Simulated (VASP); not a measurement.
An input for Ansatz (written as the equivalent of a VASP run, and not itself run):

Ansatz 0.2 input:
```yaml
crystal:
  lattice:
    - [3.1674240, 0.0000000, 0.0000000]
    - [-1.5837120, 2.7430698, 0.0000000]
    - [0.0000000, 0.0000000, 5.6504766]
  atoms:
    - { symbol: Zr, position: [0.0000000, 0.0000000, 1.0000000] }
    - { symbol: Zr, position: [0.0000000, 0.0000000, 0.5000000] }
    - { symbol: N, position: [0.3333330, 0.6666670, 0.2500000] }
    - { symbol: N, position: [0.6666670, 0.3333330, 0.7500000] }
kpoints:
  mp_grid: { grid: [12, 12, 6] }
hamiltonian:
  xc: pbesol
  pseudopotentials: { kind: paw }
scf:
  occupations: { method: tetrahedron }
  max_iter: 100
output: { forces: true, stress: true, eigenvalues: true }
```

Question: Translate this input to VASP (INCAR, KPOINTS, POSCAR, choice of POTCAR).

Answer: One answer among several that fit: 
**INCAR**
```
! general
SYSTEM   =  ZrN
PREC     =  Accurate
ENCUT    =  520
LREAL    =  .FALSE.
LASPH    =  .TRUE.   ! aspherical one-centre terms

! electronic loop
EDIFF    =  1E-7   ! SCF stop (eV)
NELM     =  100   ! most electronic steps
ALGO     =  Normal   ! blocked Davidson
LMAXMIX  =  4   ! l cut-off of mixed one-centre charges

! smearing
ISMEAR   =  -5

! functional
GGA      =  PS   ! PBEsol

! ions
ISIF     =  2

! output
LWAVE    =  .FALSE.
LCHARG   =  .TRUE.
LORBIT   =  11   ! lm-projected
NEDOS    =  601   ! DOS grid

! other
LEFG     =  .TRUE.
```

File POSCAR:
```
ZrN
1
    3.1674240294    -0.0000000000     0.0000000000
   -1.5837120147     2.7430698268     0.0000000000
    0.0000000000    -0.0000000000     5.6504766447
Zr N
2 2
Direct
  0.0000000000   0.0000000000   1.0000000000
  0.0000000000   0.0000000000   0.5000000000
  0.3333330000   0.6666670000   0.2500000000
  0.6666670000   0.3333330000   0.7500000000
```

### KPOINTS
```
Automatic mesh
0
Gamma
12 12 6
0 0 0
```

POTCAR, in this order: Zr_sv N (PBE.64 set). Program: vasp_std.

Limits of the translation: each code has its own PAW files, so the cut-off isn't converted (ENCUT is set for VASP's; basis.ecutwfc is left out, and Ansatz then takes the one that its files recommend); Ansatz stops its SCF on the density residual and VASP on the energy change (EDIFF); the field gradients of LEFG aren't asked of the other code.

The structure was generated: ZrN was put into the NiAs type type (P6_3/mmc), which need not be its known phase. It was relaxed first, which changed the volume by -32 %.
